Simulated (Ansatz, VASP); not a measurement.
# Cross-check of KAl between VASP and Ansatz, part 2 of 2

One calculation is typed for both programs; each brings its own data sets. How far apart do they land? The cell is generated by rule, not measured, and may not be a known phase. The cell is taken from a series of runs on this material, whose earlier steps may have relaxed, scaled, displaced or heated it; both programs get it as it stands.

VASP 6.6.1 and Ansatz 0.2.0.

So far: Set-up; VASP: zone-centre phonons, PBE.

The structure was built from a prototype and need not be the compound's stable phase.

### Step 3. Ansatz: zone-centre phonons, PBE

Level of this step: Ansatz beside VASP: Kohn-Sham DFT, plane waves, PBE (Ansatz).

Ansatz runs on norm-conserving files, of PseudoDojo where its log says so.

The same cell, functional, mesh and smearing now go to Ansatz, which takes its cutoff from its data sets.

File input.yaml:

```yaml
crystal:
  lattice:
    - [4.118412355, 0.0, 0.0]
    - [0.0, 4.118412355, 0.0]
    - [0.0, 0.0, 4.118412355]
  atoms:
    - { symbol: Al, position: [0.0, 0.0, 0.0] }
    - { symbol: K, position: [0.5, 0.5, 0.5] }
kpoints:
  mp_grid: { grid: [8, 8, 8] }
hamiltonian:
  xc: pbe
  pseudopotentials: { kind: nc, accuracy: standard }
scf:
  occupations: { method: methfessel_paxton, width: 0.27211 }
output:
  eigenvalues: true
phonons:
  method: dfpt
  qmesh: [2, 2, 2]
  temperatures: { t_max: 1000, t_step: 50 }
  qpath:
    path:
      - [[0.0, 0.0, 0.0], [0.0, 0.5, 0.0], [0.5, 0.5, 0.0], [0.0, 0.0, 0.0], [0.5, 0.5, 0.5], [0.0, 0.5, 0.0]]
      - [[0.5, 0.5, 0.5], [0.5, 0.5, 0.0]]
    npoints: 12
```

On the command line:

```sh
> ansatz run input.yaml --threads 4 --pin off --max-ram 8192MiB --backend cpu --events-out ev --progress --plain --runs-dir out
```

Numbers of over 12 decimals in the logs are rounded to 6 here.

Log:

```text
Engine: ansatz 0.2.0, aarch64-unknown-linux-gnu
Pseudopotentials: kind: nc
Pseudopotential: Al, nc, valence charge 3, recommended cutoff 544.227725 eV (normal), Al.nc.azcp (PseudoDojo's, or run here from an input of PseudoDojo's; its table is named by hamiltonian.pseudopotentials.accuracy)
Pseudopotential: K, nc, valence charge 9, recommended cutoff 1006.821291 eV (normal), K.nc.azcp (PseudoDojo's, or run here from an input of PseudoDojo's; its table is named by hamiltonian.pseudopotentials.accuracy)
Functional definition: PBE
  parameter kappa = 0.804
  parameter beta = 0.066725
  exchange = pbe_x(kappa = kappa, mu = beta*pi^2/3)
  correlation = pbe_c(beta = beta)
Crystal: 2 atoms, lattice volume = 69.854 Å³
Basis set: ecut = 1006.821291 eV, 5041 PW (Γ), exchange–correlation on 90×90×90 points (8 copies of the dense FFT grid, shifted against one another)
Bands: 10, of which v1, the nominal top of the filled ones, is band 6 counted from 1 (5 counted from 0)
Symmetry: 48 space group operations
k-points: 35 of 512
Non-local potential: Al, projectors of the file, l = 0: 2, l = 1: 2, l = 2: 2
Non-local potential: K, projectors of the file, l = 0: 2, l = 1: 2, l = 2: 2
Initial density: superposition of atomic densities (chi_scale 0.1, normalization cell, long waves kept (reshape's long-wave potential 0.00 eV rms))
Initial wavefunctions: pseudopotential atomic-orbital guess
Functional: x = pbe(κ = 0.804, μ = 0.219515), c = pbe(β = 0.066725)
SCF iter   1: F=—  HF=-879.753140 eV  |F-HF|=—  |Δ(HF+E_count)|=         —  Δρ=7.94e-3  dr2=6.39e-2  ethr=3.10e-3  ⟨swp⟩=8.5  Hψ=3361  notcnv=0
preconditioner: auto → none  [metal: Δε(μ)=0.044 eV  Ē_g=5.317 eV  σ=0.272 eV  W_gap=0.14  n_scr=6 (ndim 8)  ℏωp=8.9 eV  f_vac=0.000  D(μ)=2.41/eV (n_scr^D=18)  sad-step TF]
SCF iter   2: F=—  HF=-879.750731 eV  |F-HF|=—  |Δ(HF+E_count)|=   2.41e-3  S|Δr|=    0.00e0  Δρ=5.12e-3  dr2=2.88e-2  ethr=5.33e-4  ⟨swp⟩=1.0  Hψ=631  notcnv=0
SCF iter   3: F=—  HF=-879.748077 eV  |F-HF|=—  |Δ(HF+E_count)|=   2.65e-3  S|Δr|=    0.00e0  Δρ=1.04e-3  dr2=5.44e-4  ethr=2.40e-4  ⟨swp⟩=2.0  Hψ=426  notcnv=0
SCF iter   4: F=—  HF=-879.747918 eV  |F-HF|=—  |Δ(HF+E_count)|=   1.59e-4  S|Δr|=    0.00e0  Δρ=2.41e-4  dr2=2.82e-5  ethr=4.53e-6  ⟨swp⟩=2.0  Hψ=494  notcnv=0
SCF iter   5: F=—  HF=-879.747937 eV  |F-HF|=—  |Δ(HF+E_count)|=   1.90e-5  S|Δr|=    0.00e0  Δρ=6.45e-5  dr2=2.95e-6  ethr=2.35e-7  ⟨swp⟩=3.1  Hψ=620  notcnv=0
SCF iter   6: F=—  HF=-879.747937 eV  |F-HF|=—  |Δ(HF+E_count)|=   1.59e-7  S|Δr|=    0.00e0  Δρ=1.69e-5  dr2=1.21e-7  ethr=2.46e-8  ⟨swp⟩=2.0  Hψ=425  notcnv=0
SCF iter   7: F=—  HF=-879.747919 eV  |F-HF|=—  |Δ(HF+E_count)|=   1.78e-5  S|Δr|=    0.00e0  Δρ=1.77e-6  dr2=1.40e-9  ethr=1.01e-9  ⟨swp⟩=2.7  Hψ=562  notcnv=0
SCF iter   8: F=-879.747919 eV  HF=-879.747919 eV  |F-HF|=5.68e-13  |Δ(HF+E_count)|=  1.70e-10  S|Δr|=    0.00e0  Δρ=4.22e-8  dr2=1.82e-12  ethr=1.00e-12  ⟨swp⟩=8.3  Hψ=2731  notcnv=0
SCF 1 converged in 8 iterations: F = -879.747919 eV  dr2 = 1.82e-12
Initial density: read from a saved state, or passed on in memory by an earlier SCF of this step, an earlier step, the calling program or the single point that the run made first
iter 1 solved again at ethr=2.77e-7 eV; its pass at ethr=3.10e-3 eV (dr2=3.33e-5 eV) is discarded
SCF iter   1: F=—  HF=-879.747939 eV  |F-HF|=—  |Δ(HF+E_count)|=         —  Δρ=6.35e-7  dr2=2.30e-10  ethr=2.77e-7  ⟨swp⟩=3.9  Hψ=4641  notcnv=0
eigensolver tolerance schedule: the retry pair's looser diagonalisation over-reported the residual by 144717.00 of it (diagonalisation noise at an unbounded share of the residual, at the tolerance the schedule requests for it); recorded, not acted on — ethr = c·dr2/N_el stays at c = 1.0e-1
preconditioner: auto → none  [metal: Δε(μ)=0.010 eV  Ē_g=5.382 eV  σ=0.272 eV  W_gap=0.03  n_scr=6 (ndim 8)  ℏωp=8.9 eV  f_vac=0.000  D(μ)=2.37/eV (n_scr^D=18)]
SCF iter   2: F=—  HF=-879.747919 eV  |F-HF|=—  |Δ(HF+E_count)|=   1.99e-5  S|Δr|=    0.00e0  Δρ=4.23e-7  dr2=1.21e-10  ethr=1.92e-12  ⟨swp⟩=5.2  Hψ=1072  notcnv=0
SCF iter   3: F=—  HF=-879.747919 eV  |F-HF|=—  |Δ(HF+E_count)|=  3.65e-11  S|Δr|=    0.00e0  Δρ=2.46e-7  dr2=4.02e-11  ethr=1.01e-12  ⟨swp⟩=1.0  Hψ=353  notcnv=0
SCF iter   4: F=-879.747919 eV  HF=-879.747919 eV  |F-HF|=3.30e-12  |Δ(HF+E_count)|=  1.85e-11  S|Δr|=    0.00e0  Δρ=9.24e-8  dr2=4.46e-12  ethr=1.00e-12  ⟨swp⟩=3.6  Hψ=1413  notcnv=0
SCF 2 converged in 4 iterations: F = -879.747919 eV  dr2 = 4.46e-12
phonons: the bands overlap, so this run is a metal and interpolates without the dipole-dipole term. If the crystal is really an insulator or semiconductor, its LO-TO splitting is missing
NSCF: frozen V_eff on 35 k-points
WARN: eigensolver did not converge in 2 slots of this pass, the one above among them; of largest residual over every band (k=11): 1 band(s) unlocked (lowest unlocked band 9, counted from 0; max residual 5.38e-5 eV among the unlocked bands, 5.38e-5 eV over every band); of lowest unlocked band (k=11): band 9
NSCF: frozen V_eff on 75 k-points
DFPT response loops at q = (0, 0, 0) (fractional): preconditioner auto → Kerker (q_TF=auto, 2.034 Å⁻¹) (partly filled bands, converged f_vac=0.000); β = 1.00, the filter's whole step (`scf.mixing.beta` (0.50) is not read by the response loops under this deck's `scf.mixing.preconditioner`; to damp them name `kerker` or `kerker_dos`, under which they read `scf.mixing.beta`, and type it under 1.00, their step now; both keys bind the ground state too); Broyden in place of MSR1
NSCF: frozen V_eff on 250 k-points
DFPT response loops at q = (0, 0, -0.5) (fractional): mixed as the last ones told, above
NSCF: frozen V_eff on 250 k-points
DFPT response loops at q = (0, -0.5, -0.5) (fractional): mixed as the last ones told, above
NSCF: frozen V_eff on 150 k-points
DFPT response loops at q = (-0.5, -0.5, -0.5) (fractional): mixed as the last ones told, above
SCF converged after 8 iterations
Stability not checked: this state was not tested for a lower state beside it, because cold or Methfessel-Paxton smearing, or corrected tetrahedra, fill the levels in a way that the test cannot read (fill_not_monotonic; see scf.lower_state_search)
Free energy (F): -879.747919 eV
Harris-Foulkes:  -879.747919 eV  (|F-HF|=5.68e-13)
Internal energy: -879.736395 eV  (E = F + TS)
E sigma→0 (E₀):  -879.745038 eV
Entropy (-TS):   -0.011524 eV (-5.762 meV/atom)
Fermi energy:    3.537673 eV
--- Per-component energies (eV) ---
  E_band       = -112.701265
  E_kinetic    = 299.346247
  E_local      = -812.987962  (includes V_loc(G=0)·N_el)
  E_nonlocal   = 125.817832
  E_hartree    = 230.753015
  E_xc         = -200.544781
  E_vxc        = -186.383442  (∫ρ·V_xc dr)
  E_ewald      = -522.120746
  E_smearing   = -0.011524  (= −TS)
  E_closure    = -0.000000  (closes the sum)
  Σ components = -879.747919   (vs F -879.747919, Δ=0.00e0)
--- Band table (eV; the first three rows and the last of 35) ---
  k-point 0: bands = ["-27.0313", "-10.5006", "-10.5006", "-10.5006", "-2.0700", "6.2213", "6.2213", "6.2213", "6.4304", "6.4304"]
  k-point 1: bands = ["-27.0300", "-10.5260", "-10.4982", "-10.4982", "-1.9379", "4.8973", "6.2119", "6.2119", "6.5554", "7.4194"]
  k-point 2: bands = ["-27.0270", "-10.5865", "-10.4925", "-10.4925", "-1.5684", "3.4763", "6.1842", "6.1842", "6.9253", "8.3296"]
  k-point 34: bands = ["-27.0065", "-10.6087", "-10.6087", "-10.6087", "1.0114", "3.2418", "3.2418", "3.2418", "7.6764", "7.6764"]
--- Phonons (Γ-DFPT): 2 representative perturbations + reference (Σ response iterations 5) ---
  ASR residual: 9.739e-5 → 0.000e0 eV/Å²; symmetrization residual: 2.600e-6 eV/Å²
  ASR residual per site (eV/Å²): 2.99e-5 9.74e-5
  Γ frequencies (cm⁻¹): 0.00 0.00 0.00 157.56 157.56 157.56
--- Phonons (arbitrary-q DFPT): 4 irreducible q on the 2×2×2 mesh ---
  q = [0.0000, 0.0000, 0.0000] (star 1, of the zone-centre solve; hermiticity 3.57e-6, symmetrization 1.42e-14): 0.00 0.00 0.00 157.56 157.56 157.56
  q = [0.0000, 0.0000, -0.5000] (star 3, 4 solved perturbations in 400 linear systems a pass and spin channel, the states on 125 of 512 k-point pairs; hermiticity 3.15e-13, symmetrization 1.57e-13, the responses' own estimated error 8.4e-5 eV/Å²): -54.97 101.12 101.12 122.57 129.94 129.94
  q = [0.0000, -0.5000, -0.5000] (star 3, 4 solved perturbations in 400 linear systems a pass and spin channel, the states on 125 of 512 k-point pairs; hermiticity 2.11e-6, symmetrization 3.18e-13, the responses' own estimated error 8.8e-5 eV/Å²): -93.64 -93.64 97.40 135.48 147.26 147.26
  q = [-0.5000, -0.5000, -0.5000] (star 1, 2 solved perturbations on 75 of 512 k-point pairs; hermiticity 2.36e-13, symmetrization 1.85e-12, the responses' own estimated error 8.9e-5 eV/Å²): -66.12 -66.12 -66.12 126.76 126.76 126.76
  sum rule: each row above includes the acoustic sum rule's correction from the zone centre's row sums; it moved no ω² by more than (0.82 cm⁻¹)²
  mesh force constants: q→R imaginary residual 2.49e-17; ASR residual 9.739e-5 → 0.000e0 eV/Å²; symmetrization residual 1.110e-15 eV/Å²
  interpolated dispersion: 74 rows × 6 modes
  density of states and harmonic sums: on the 16×16×16 q-mesh, interpolated from the force constants of a 2×2×2 supercell (no non-analytic term)
  largest difference from the sums on the solved wave vectors: F 1.27e-1 eV, S 1.68e-4 and C_V 4.50e-5 eV/K
  zero-point energy: 0.032539 eV/cell   skipped modes (ω ≤ 0): 237, of them read as no rigid motion or as one in doubt: 234 (1.406e0 modes/cell left out, lowest -93.64 cm⁻¹)   left out of the sums: 2.34e-1 of the cell's modes: C_V's classical limit lies that fraction below 3 k_B per atom; for a crystal, a wire or a layer, F and S can be off by more, and a phonons.interpolated_qmesh denser along its periods is the remedy for the sampling
```

### Step 4. Differences

Known differences besides the potentials themselves: VASP's run holds the zone centre alone; the cutoff is 1006.82 eV in Ansatz and 500 eV in VASP. Total energies have different zeros and are not compared.

The two programs side by side:

```
                  quantity  Ansatz   VASP  difference
optical mode 1 to 3 (cm⁻¹)   157.6  157.8     -0.13 %
```

Modes are paired by rising frequency, not by their patterns, so a pair may set unlike modes beside each other; they are those without the splitting of longitudinal modes.

### Step 5. Outcome

| Property | Result |
| --- | --- |
| r.m.s. difference of the optical zone-centre modes, each program's sorted by frequency (zone-centre phonons, PBE) | 0.21 cm⁻¹ |

In words: The r.m.s. difference of the optical zone-centre modes, each program's sorted by frequency is 0.21 cm⁻¹ (zone-centre phonons, PBE). Such differences can come from data sets, numerical settings and the points named under the comparisons, not from the functional's error against experiment.

[Lines on the potential files, build, host, timing and source positions are cut from VASP's logs without a mark.]

[Logs are printed without paths, hosts, clocks, repeated set-up lines and the standing remarks that a program may print on its own settings, such as how far it seeks lower states.]

[Hosts, paths, dates, database ids (printed as entryN), source tags and the programs' standing remarks are cut or masked in the printed files.]
